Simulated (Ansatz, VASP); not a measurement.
# SiO2: VASP beside Ansatz

Aim: how closely do two programs agree when they are given the same cell, functional and k mesh? The cell is taken from a series of runs on this material, whose earlier steps may have relaxed, scaled, displaced or heated it; both programs get it as it stands.

Program: Ansatz 0.2.0. Level of theory: plane waves, with VASP 6.6.1 beside it; single point at LDA. Results are calculated unless marked as measured.

## (1) The starting structure

The structure is tetragonal, space group I-42d (No. 122). The conventional cell has a = 4.772 Å, b = 4.772 Å, c = 7.525 Å, α = 90.00°, β = 90.00°, γ = 90.00°. Nearest to Si lie 4 O at 1.61 Å. Nearest to O lie 2 Si at 1.61 Å. Farther neighbours and most contacts between anions are not listed.

## (2) Ansatz: single point, LDA, pair 1

Ansatz runs on its PAW soft_1 files.

A single point gives forces, pressure and levels at one fixed geometry, so differences don't come from the geometry; what else differs is listed under the comparison.

File input.yaml:

```yaml
crystal:
  lattice:
    - [-2.38592025, 2.38592025, 3.76272]
    - [2.38592025, -2.38592025, 3.76272]
    - [2.38592025, 2.38592025, -3.76272]
  atoms:
    - { symbol: Si, position: [0.0, 0.0, 0.0] }
    - { symbol: Si, position: [0.75, 0.25, 0.5] }
    - { symbol: O, position: [0.9872424568, 0.625, 0.8622424568] }
    - { symbol: O, position: [0.375, 0.2372424568, 0.3622424568] }
    - { symbol: O, position: [0.7627575432, 0.125, 0.1377575432] }
    - { symbol: O, position: [0.875, 0.0127575432, 0.6377575432] }
kpoints:
  mp_grid: { grid: [8, 8, 8] }
  band_path:
    path:
      - [0.0, 0.0, 0.0]
      - [0.0, 0.0, 0.5]
      - [0.25, 0.25, 0.25]
      - [0.0, 0.5, 0.0]
      - [0.5, 0.5, -0.5]
      - [0.35051897, 0.64948103, -0.35051897]
      - [-0.35051897, 0.35051897, 0.35051897]
      - [-0.20103795, 0.20103795, 0.5]
    npoints: 1
hamiltonian:
  xc: lda
  pseudopotentials: { kind: paw, azcp: { folder: soft_1 }, xc_functional: pbe }
scf:
  occupations: { method: fermi_dirac, width: 0.02 }
  n_extra_bands: 6
output:
  eigenvalues: true
  forces: true
  stress: true
```

On the command line:

```console
> ansatz run input.yaml --threads 3 --pin off --max-ram 92160MiB --backend cuda --events-out ev --progress --plain --runs-dir out --devices 1 --max-vram 13GiB
```

Numbers of over 12 decimals in the logs are rounded to 6 here.

What it wrote:

```text
scf.n_extra_bands = 6 over 16 filled bands (N_el = 32.0): the run solves 22 bands
GPUs: using 1 of 1 available (devices: 1).
Engine: ansatz 0.2.0, x86_64-unknown-linux-gnu
Pseudopotentials: kind: paw
Pseudopotential: Si, paw, valence charge 4, recommended cutoff 420 eV (normal), soft_1/Si.paw.azcp
Pseudopotential: O, paw, valence charge 6, recommended cutoff 420 eV (normal), soft_1/O.paw.azcp
Functional definition: SPW92
  exchange = slater_x
  correlation = pw_c
device memory: the entry about to start is reckoned to put 2.3 GiB on a device that reports 40.3 GiB free (of which the cap on the GPU budget leaves the run 13.0 GiB)
GPU FFT provider: cuFFT
GPU libraries: cuBLAS 13.8.2, cuFFT 12.4.0, cuSOLVER 12.3.4
Crystal: 6 atoms, lattice volume = 85.679 Å³
Basis set: ecut = 420 eV, 1653 PW (Γ)
Bands: 22, of which v1, the nominal top of the filled ones, is band 16 counted from 1 (15 counted from 0)
Symmetry: 8 space group operations
Space group: I-42d (ITA 122), of the structure as read, at distance tolerance 4.4e-5 Å
k-points: 59 of 512 (time reversal used)
Non-local potential: Si, projectors of the file, l = 0: 2, l = 1: 2, l = 2: 1
Non-local potential: O, projectors of the file, l = 0: 2, l = 1: 2, l = 2: 1
PAW form: soft (Blöchl's): semilocal exchange-correlation on the pseudo side does not see the compensation charge
PAW frozen core: Si, regenerated for the run's functional, and the local potential with it (the file was generated under x = pbe(κ = 0.804, μ = 0.219515), c = pbe(β = 0.066725))
PAW frozen core: O, regenerated for the run's functional, and the local potential with it (the file was generated under x = pbe(κ = 0.804, μ = 0.219515), c = pbe(β = 0.066725))
PAW one-centre angular grid: Si, 110 points (default); XC on 64 Gauss nodes
PAW one-centre angular grid: O, 110 points (default); XC on 64 Gauss nodes
Initial density: superposition of atomic densities (chi_scale 0.1, normalization cell, long waves kept (reshape's long-wave potential 0.00 eV rms))
Initial wavefunctions: pseudopotential atomic-orbital guess
GPU buffer pool allocated for 46656 grid points (all kernels)
GPU transforms: local potential and band sums: pruned to the plane-wave sphere, on 36×36×36
Functional: x = slater, c = lda
SCF iter   1: F=—  HF=-3448.616958 eV  |F-HF|=—  |Δ(HF+E_count)|=         —  Δρ=1.19e-1  dr2=1.08e1  ethr=3.10e-3  ⟨swp⟩=7.1  Hψ=7764  notcnv=0
preconditioner: auto → none  [insulator: Δε(μ)=7.387 eV  Ē_g=17.861 eV  σ=0.020 eV  W_gap=1.00  n_scr=14 (ndim 8)  ℏωp=22.7 eV  f_vac=0.117  D(μ)=0.00/eV (n_scr^D=0)  ε∞_Penn≈2.6]
SCF iter   2: F=—  HF=-3445.802004 eV  |F-HF|=—  |Δ(HF+E_count)|=    2.81e0  Δρ=6.32e-2  dr2=1.49e0  ethr=3.10e-3  ⟨swp⟩=3.7  Hψ=3886  notcnv=0  defer=118
SCF iter   3: F=—  HF=-3445.377437 eV  |F-HF|=—  |Δ(HF+E_count)|=   4.25e-1  Δρ=1.86e-2  dr2=1.33e-1  ethr=3.10e-3  ⟨swp⟩=2.0  Hψ=2671  notcnv=0  defer=118
SCF iter   4: F=—  HF=-3445.365383 eV  |F-HF|=—  |Δ(HF+E_count)|=   1.21e-2  Δρ=1.24e-3  dr2=5.56e-4  ethr=4.17e-4  ⟨swp⟩=2.7  Hψ=2174  notcnv=0  defer=118
SCF iter   5: F=—  HF=-3445.365655 eV  |F-HF|=—  |Δ(HF+E_count)|=   2.72e-4  Δρ=2.21e-4  dr2=1.18e-5  ethr=1.74e-6  ⟨swp⟩=2.3  Hψ=1977  notcnv=0  defer=118
SCF iter   6: F=—  HF=-3445.365765 eV  |F-HF|=—  |Δ(HF+E_count)|=   1.10e-4  Δρ=2.38e-5  dr2=2.66e-7  ethr=3.68e-8  ⟨swp⟩=2.3  Hψ=2167  notcnv=0  defer=118
SCF iter   7: F=-3445.365765 eV  HF=-3445.365765 eV  |F-HF|=6.62e-10  |Δ(HF+E_count)|=   1.03e-7  Δρ=2.73e-6  dr2=2.51e-9  ethr=3.13e-10  ⟨swp⟩=13.4  Hψ=7833  notcnv=0
SCF 1 converged in 7 iterations: F = -3445.365765 eV  dr2 = 2.51e-9
  greatest PAW one-centre occupation: 0.856 electrons in one spin orbital (limit 2), on the O atom at site 5 (counted from 0), in its partial waves of l = 0
device memory: the entry about to start is reckoned to put 1.2 GiB on a device that reports 40.2 GiB free (of which the cap on the GPU budget leaves the run 13.0 GiB)
NSCF: frozen V_eff on 8 k-points
SCF converged after 7 iterations
Free energy (F): -3445.365765 eV
Harris-Foulkes:  -3445.365765 eV  (|F-HF|=6.62e-10)
Internal energy: -3445.365765 eV  (E = F + TS)
E sigma→0 (E₀):  -3445.365765 eV
Fermi energy:    3.675735 eV
--- Per-component energies (eV) ---
  E_band       = -186.661353
  E_kinetic    = 773.728671
  E_local      = -2241.823634  (includes V_loc(G=0)·N_el)
  E_nonlocal   = 264.656165
  E_hartree    = 832.841204
  E_xc         = -395.213392
  E_vxc        = -460.427925  (∫ρ·V_xc dr)
  E_paw        = -1582.400530  (= ΣΔE_a)
  E_vpaw       = -188.480698  (= ΣTr[D̂ρ^β])
  E_aug_tail   = 0.003429  (compensation charges beyond the density's cutoff)
  E_ewald      = -1097.714027
  E_core_change = 0.556347  (= ΣΔE_core)
  E_smearing   = -0.000000  (= −TS)
  E_closure    = -0.000000  (closes the sum)
  Σ components = -3445.365765   (vs F -3445.365765, Δ=0.00e0)
--- Forces (eV/Å), atoms counted from 1 ---
  atom   1  Si     0.00000000     0.00000000    -0.00000000
  atom   2  Si    -0.00000000     0.00000000     0.00000000
  atom   3  O      0.00000000    -0.00692491     0.00000000
  atom   4  O     -0.00692491    -0.00000000     0.00000000
  atom   5  O      0.00000000     0.00692491    -0.00000000
  atom   6  O      0.00692491    -0.00000000     0.00000000
  max |Σ_I F_I| component: 1.27e-16 eV/Å
--- Stress (GPa, compression-positive) ---
        0.650822       0.000000       0.000000
        0.000000       0.650822      -0.000000
        0.000000      -0.000000      -2.198558
  P = ⅓ Tr σ = -0.2990 GPa (-2.990 kbar)
--- Band table (eV; the first three rows and the last of 59) ---
  k-point 0: bands = [... 12 lower, -0.7391, -0.1757, 0.7520, 0.7520, 6.5543, 9.2849, 11.5929, 11.5929, ... 2 higher]
  k-point 1: bands = [... 12 lower, -0.7424, -0.1120, 0.7104, 0.7198, 6.9142, 9.5344, 11.0165, 11.4566, ... 2 higher]
  k-point 2: bands = [... 12 lower, -0.6757, -0.0123, 0.6114, 0.6306, 7.8289, 10.1603, 10.5657, 11.0478, ... 2 higher]
  k-point 58: bands = [... 12 lower, -0.7797, -0.7797, 0.5849, 0.5849, 9.4838, 9.4838, 10.4999, 10.4999, ... 2 higher]
```

In the SCF lines HF is the Harris–Foulkes energy and dr2 the Hartree energy of the density residual, in eV; the loop may stop once dr2 is under the threshold and the program's other checks hold. Hψ counts applications of the Hamiltonian.

## (3) VASP: single point, LDA, pair 1

The same cell, functional (in two slightly different forms), mesh and smearing now go to VASP, with its own data sets.

Lines of VASP's logs that name or quote its potential files are left out, and so is its time.

File INCAR:

```
SYSTEM = SiO2
PREC = Accurate
ENCUT = 600
EDIFF = 1E-06
NELM = 120
ISMEAR = -1
SIGMA = 0.02
LREAL = .FALSE.
ALGO = Normal
GGA = PW92
NBANDS = 22
LORBIT = 11
LWAVE = .FALSE.
LCHARG = .FALSE.
ISIF = 2
LASPH = .TRUE.
GGA_COMPAT = .FALSE.
EFERMI = MIDGAP
KPAR = 2
```

File POSCAR:

```
SiO2
1.0
   -2.3859202500      2.3859202500      3.7627200000
    2.3859202500     -2.3859202500      3.7627200000
    2.3859202500      2.3859202500     -3.7627200000
Si O
2 4
Direct
    0.0000000000      0.0000000000      0.0000000000
    0.7500000000      0.2500000000      0.5000000000
    0.9872424568      0.6250000000      0.8622424568
    0.3750000000      0.2372424568      0.3622424568
    0.7627575432      0.1250000000      0.1377575432
    0.8750000000      0.0127575432      0.6377575432
```

File KPOINTS:

```
Automatic mesh
0
Gamma
8 8 8
0 0 0
```

Potentials, in the order of the species: Si and O (LDA family, release 64).

On the command line:

```console
> mpirun -np 2 vasp_std
```

What it wrote:

```text
[banner, memory and clock lines left out]
running    2 mpi-ranks, on    1 nodes
 distrk:  each k-point on    1 cores,    2 groups
 distr:  one band on    1 cores,    1 groups

 POSCAR found type information on POSCAR SiO
 POSCAR found :  2 types and       6 ions
|                                                                             |
|               ----> ADVICE to this user running VASP <----                  |
|                                                                             |
|     You enforced a specific xc type in the INCAR file but a different       |
|     [... a line on the potential file left out ...]
|     I HOPE YOU KNOW WHAT YOU ARE DOING!                                     |
|                                                                             |

 LDA part: xc-table for (Slater(with rela. corr.)+PW92), standard interpolation
 POSCAR, INCAR and KPOINTS ok, starting setup
 FFT: planning ... GRIDC
 FFT: planning ... GRID_SOFT
 FFT: planning ... GRID
 WAVECAR not read
 entering main loop
       N       E                     dE             d eps       ncg     rms          rms(c)
DAV:   1     0.202066101808E+03    0.20207E+03   -0.17652E+04  2596   0.145E+03
DAV:   2    -0.445511021677E+02   -0.24662E+03   -0.23714E+03  3534   0.315E+02
DAV:   3    -0.585147752329E+02   -0.13964E+02   -0.13908E+02  3304   0.801E+01
DAV:   4    -0.586748136537E+02   -0.16004E+00   -0.15993E+00  3250   0.967E+00
DAV:   5    -0.586773546778E+02   -0.25410E-02   -0.25406E-02  3244   0.121E+00    0.213E+01
DAV:   6    -0.521038202145E+02    0.65735E+01   -0.25396E+01  3088   0.326E+01    0.106E+01
DAV:   7    -0.519912370794E+02    0.11258E+00   -0.66302E-01  3136   0.499E+00    0.378E+00
DAV:   8    -0.519264757953E+02    0.64761E-01   -0.42721E-02  3190   0.180E+00    0.130E+00
DAV:   9    -0.519178331266E+02    0.86427E-02   -0.13436E-02  3250   0.977E-01    0.228E-01
DAV:  10    -0.519184222783E+02   -0.58915E-03   -0.17452E-03  3136   0.284E-01    0.799E-02
DAV:  11    -0.519183667152E+02    0.55563E-04   -0.61528E-04  3244   0.175E-01    0.198E-02
DAV:  12    -0.519183652980E+02    0.14172E-05   -0.28015E-05  3202   0.391E-02    0.454E-03
DAV:  13    -0.519183661796E+02   -0.88163E-06   -0.12178E-06  2300   0.777E-03
   1 F= -.51918366E+02 E0= -.51918366E+02  d E =0.000000E+00
```

Parts of OUTCAR (step 3):

```text
ion  position               nearest neighbor table
   1  0.000  0.000  0.000-   5 1.61   6 1.61   3 1.61   4 1.61   2 3.04   2 3.04   2 3.04   2 3.04

  LATTYP: Found a body centered tetragonal cell.
 ALAT       =     4.7718405000
 C/A-ratio  =     1.5770518734

 Subroutine GETGRP returns: Found  8 space group operations
 (whereof  4 operations were pure point group operations)

The static configuration has the point symmetry S_4 .
 The point group associated with its full space group is D_2d.

 Found     59 irreducible k-points:

   k-points           NKPTS =     59   k-points in BZ     NKDIM =     59   number of bands    NBANDS=     22

   dimension x,y,z NGX =    40 NGY =   40 NGZ =   40
   dimension x,y,z NGXF=    80 NGYF=   80 NGZF=   80

   ENCUT  =  600.0 eV  44.10 Ry    6.64 a.u.  10.09 10.09 10.09*2*pi/ulx,y,z

   NELECT =      32.0000    total number of electrons

 k-points in reciprocal lattice and weights: Automatic mesh
   0.00000000  0.00000000  0.00000000       0.002
   0.12500000  0.00000000 -0.00000000       0.016
   0.25000000  0.00000000 -0.00000000       0.016
   0.37500000  0.00000000 -0.00000000       0.016
   0.50000000  0.00000000 -0.00000000       0.008
   0.12500000  0.12500000 -0.00000000       0.016
   0.25000000  0.12500000 -0.00000000       0.031
   0.37500000  0.12500000 -0.00000000       0.031
   0.50000000  0.12500000 -0.00000000       0.031
[...]
-0.37500000 -0.37500000  0.37500000       0.004
   0.50000000  0.50000000  0.50000000       0.002

 average (electrostatic) potential at core
       1 -89.2022       2 -89.2022       3 -74.6192       4 -74.6192       5 -74.6192
       6 -74.6192

 E-fermi :   2.4893

 k-point     1 :       0.0000    0.0000    0.0000
  band No.  band energies     occupation
    ...
     12      -1.9357      2.00000
     13      -1.9253      2.00000
     14      -1.3290      2.00000
     15      -0.4134      2.00000
     16      -0.4134      2.00000
     17       5.3921      0.00000
     18       8.0868      0.00000
     19      10.4035      0.00000
     20      10.4035      0.00000
     21      10.5508      0.00000
    ...

 k-point     2 :       0.1250    0.0000   -0.0000
  band No.  band energies     occupation
    ...
     12      -1.9425      2.00000
     13      -1.9159      2.00000
     14      -1.3016      2.00000
     15      -0.4480      2.00000
     16      -0.4386      2.00000
     17       5.6483      0.00000
     18       8.2418      0.00000
     19       9.9283      0.00000
     20      10.2769      0.00000
     21      10.7608      0.00000
    ...

 k-point     3 :       0.2500    0.0000   -0.0000
  band No.  band energies     occupation
    ...
     12      -1.9585      2.00000
     13      -1.8939      2.00000
     14      -1.2617      2.00000
     15      -0.5524      2.00000
     16      -0.5017      2.00000
     17       6.3062      0.00000
     18       8.6488      0.00000
     19       9.4066      0.00000
     20      10.0509      0.00000
     21      10.6028      0.00000
    ...

  Total        0.3389100      0.3389100     -1.1299557      0.0000000      0.0000000      0.0000000
  in kB        6.3375470      6.3375470    -21.1299399      0.0000000      0.0000000      0.0000000
  external PRESSURE =      -2.8182819 kB  Pullay stress =       0.0000000 kB

  energy-cutoff  :      600.00
  volume of cell :       85.68
      direct lattice vectors                 reciprocal lattice vectors
    -2.385920250  2.385920250  3.762720000     0.000000000  0.209562746  0.132882596
     2.385920250 -2.385920250  3.762720000     0.209562746  0.000000000  0.132882596
     2.385920250  2.385920250 -3.762720000     0.209562746  0.209562746  0.000000000

 POSITION                                       TOTAL-FORCE (eV/Angst)
 -----------------------------------------------------------------------------------
      0.00000      0.00000      0.00000         0.000000     -0.000000      0.000000
      0.00000      2.38592      1.88136         0.000000     -0.000000      0.000000
      1.19296      2.92152      2.82204         0.000000     -0.006649      0.000000
      0.53560      1.19296      0.94068        -0.006649     -0.000000      0.000000
     -1.19296      1.85032      2.82204        -0.000000      0.006649     -0.000000
     -0.53560      3.57888      0.94068         0.006649     -0.000000     -0.000000
 -----------------------------------------------------------------------------------
    total drift:                                0.000000      0.000000     -0.000000

  FREE ENERGIE OF THE ION-ELECTRON SYSTEM (eV)
  ---------------------------------------------------
  free  energy   TOTEN  =       -51.9183661796 eV

  energy  without entropy=      -51.9183661796  energy(sigma->0) =      -51.91836618

 total charge
# of ion       s       p       d       tot
------------------------------------------
    1        0.657   1.030   0.000   1.686
    2        0.657   1.030   0.000   1.686
    3        1.538   3.688   0.000   5.225
    4        1.538   3.688   0.000   5.225
    5        1.538   3.688   0.000   5.225
    6        1.538   3.688   0.000   5.225
--------------------------------------------------
tot          7.464  16.810   0.000  24.274

[... 3 further parts left out ...]
```

The run ends at a pressure of -0.28 GPa, with forces up to 0.0066 eV/Å.

## (4) Side by side

Known differences besides the potentials themselves: the cutoff is 420 eV in Ansatz and 600 eV in VASP; VASP's log shows a relativistic correction to its local exchange, Ansatz's none. Total energies have different zeros and are not compared.

Both answers:

```tsv
quantity	Ansatz	VASP	difference
pressure (GPa)	-0.30	-0.28	-0.02
gap on the k mesh (eV)	5.802	5.806	-0.003
```

A gap on the mesh is an upper bound, since the band edges may lie between its points.

## (5) VASP: single point, LDA, pair 2

A single point gives forces, pressure and levels at one fixed geometry, so differences don't come from the geometry; what else differs is listed under the comparison. The cell compared in this pair holds 86.94 Å³, against 85.68 Å³ for the pair before.

INCAR is that of step 3.

File POSCAR:

```
SiO2
1.0
   -2.3740500000      2.3740500000      3.8563200000
    2.3740500000     -2.3740500000      3.8563200000
    2.3740500000      2.3740500000     -3.8563200000
Si O
2 4
Direct
    0.0000000000      0.0000000000      0.0000000000
    0.7500000000      0.2500000000      0.5000000000
    0.9830423018      0.6250000000      0.8580423018
    0.3750000000      0.2330423018      0.3580423018
    0.7669576982      0.1250000000      0.1419576982
    0.8750000000      0.0169576982      0.6419576982
```

KPOINTS is that of step 3.

On the command line:

```console
> mpirun -np 2 vasp_std
```

What it wrote:

```text
[banner, memory and clock lines left out]
running    2 mpi-ranks, on    1 nodes
[...]
[... a notice as in an earlier step ...]

 LDA part: xc-table for (Slater(with rela. corr.)+PW92), standard interpolation
 POSCAR, INCAR and KPOINTS ok, starting setup
[...]
entering main loop
       N       E                     dE             d eps       ncg     rms          rms(c)
DAV:   1     0.201707115545E+03    0.20171E+03   -0.17784E+04  2596   0.146E+03
DAV:   2    -0.448231390557E+02   -0.24653E+03   -0.23662E+03  3588   0.313E+02
DAV:   3    -0.585085032637E+02   -0.13685E+02   -0.13634E+02  3298   0.793E+01
DAV:   4    -0.586622833334E+02   -0.15378E+00   -0.15368E+00  3220   0.945E+00
[...]
DAV:  11    -0.518743631219E+02    0.63684E-04   -0.65880E-04  3256   0.181E-01    0.189E-02
DAV:  12    -0.518743622395E+02    0.88246E-06   -0.29649E-05  3250   0.400E-02    0.546E-03
DAV:  13    -0.518743631586E+02   -0.91909E-06   -0.11612E-06  2258   0.762E-03
   1 F= -.51874363E+02 E0= -.51874363E+02  d E =0.000000E+00
```

Parts of OUTCAR (step 5):

```text
  Total        0.2438193      0.2438193     -2.5240332      0.0000000     -0.0000000      0.0000000
  in kB        4.4933050      4.4933050    -46.5149821      0.0000000     -0.0000000      0.0000000
  external PRESSURE =     -12.5094574 kB  Pullay stress =       0.0000000 kB

 POSITION                                       TOTAL-FORCE (eV/Angst)
 -----------------------------------------------------------------------------------
      0.00000      0.00000      0.00000        -0.000000     -0.000000     -0.000000
      0.00000      2.37405      1.92816        -0.000000     -0.000000      0.000000
      1.18702      2.88705      2.89224        -0.000000      0.000316      0.000000
      0.51300      1.18702      0.96408         0.000316     -0.000000      0.000000
     -1.18702      1.86105      2.89224         0.000000     -0.000316      0.000000
     -0.51300      3.56107      0.96408        -0.000316      0.000000      0.000000
 -----------------------------------------------------------------------------------
    total drift:                                0.000000      0.000000     -0.000000

  FREE ENERGIE OF THE ION-ELECTRON SYSTEM (eV)
  ---------------------------------------------------
  free  energy   TOTEN  =       -51.8743631586 eV

  energy  without entropy=      -51.8743631586  energy(sigma->0) =      -51.87436316

[... 1 part as in an earlier step ...]

[... 2 further parts left out ...]
[key lines of the parts left out:]
E-fermi :   2.3960
```

The run ends at a pressure of -1.25 GPa, with forces up to 3.2e-4 eV/Å.

(Part 1 of 2 ends here.)

[Lines on the potential files, build, host, timing and source positions are cut from VASP's logs without a mark.]

[Logs are printed without paths, hosts, clocks, repeated set-up lines and the standing remarks that a program may print on its own settings, such as how far it seeks lower states.]

[Hosts, paths, dates, database ids (printed as entryN), source tags and the programs' standing remarks are cut or masked in the printed files.]
